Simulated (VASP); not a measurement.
The input files of a VASP run:

POSCAR:
```
ScZr3N4
1.0
  0.0000000000   2.2678026069   2.2678026069
  2.2678026069   0.0000000000   2.2678026069
  9.0690142358   9.0690142358   0.0021961917
Zr N Sc
3 4 1
Cart
  9.0588477650   9.0588477650   0.0123626619
  2.2672535589   2.2672535589   0.0005490479
  6.8124761956   6.8124761956   4.5265368395
  2.2637854366   2.2637854366   2.2718197772
  4.5385242882   4.5385242882   2.2648835324
  6.8086506367   6.8086506367   2.2625597906
  9.0626733239   9.0626733239   2.2763397107
  6.8017606768   6.8017606768   0.0016471438
```

INCAR:
```
SYSTEM = ScZr3N4
PREC = Accurate
ENCUT = 520
EDIFF = 1E-6
NELM = 100
ALGO = Normal
LREAL = .FALSE.
LASPH = .TRUE.
ISMEAR = 1
SIGMA = 0.1
GGA = PS
LMAXMIX = 4
LWAVE = .FALSE.
LCHARG = .FALSE.
IBRION = 2
ISIF = 3
NSW = 60
EDIFFG = -0.02
```

File KPOINTS:
```
Automatic mesh
0
Gamma
10 10 3
0 0 0
```

POTCAR, in this order: Zr_sv N Sc_sv (PBE.64 set). Program: vasp_std.

### Question
Translate this PBEsol calculation to Ansatz.

### Answer
One equivalent input (not run):
Ansatz 0.2 input:
```yaml
crystal:
  lattice:
    - [0.0000000, 2.2678026, 2.2678026]
    - [2.2678026, 0.0000000, 2.2678026]
    - [9.0690142, 9.0690142, 0.0021962]
  atoms:
    - { symbol: Zr, position: [0.0022423, 0.0022423, 0.9983183] }
    - { symbol: Zr, position: [0.0000000, 0.0000000, 0.2500000] }
    - { symbol: Zr, position: [0.9977577, 0.9977577, 0.5016817] }
    - { symbol: N, position: [0.5008255, 0.5008255, 0.1243809] }
    - { symbol: N, position: [0.4991745, 0.4991745, 0.3756191] }
    - { symbol: N, position: [0.4985409, 0.4985409, 0.6260943] }
    - { symbol: N, position: [0.5014591, 0.5014591, 0.8739057] }
    - { symbol: Sc, position: [0.0000000, 0.0000000, 0.7500000] }
kpoints:
  mp_grid: { grid: [10, 10, 3] }
hamiltonian:
  xc: pbesol
  pseudopotentials: { kind: paw }
scf:
  occupations: { method: methfessel_paxton, width: 0.1 }
  max_iter: 100
relax:
  max_steps: 60
  f_tol: 0.02
  cell: {}
output: { forces: true, stress: true, eigenvalues: true }
```
Limits of the translation: each code has its own PAW files, so the cut-off isn't converted (ENCUT is set for VASP's; basis.ecutwfc is left out, and Ansatz then takes the one that its files recommend); Ansatz stops its SCF on the density residual and VASP on the energy change (EDIFF).

The structure was generated: ScZr3N4 was put into an ordered model structure (R-3m), which need not be its known phase. This run relaxes it. Symmetry was kept, so distortions that lower it aren't found. The start is the result of an earlier pass.
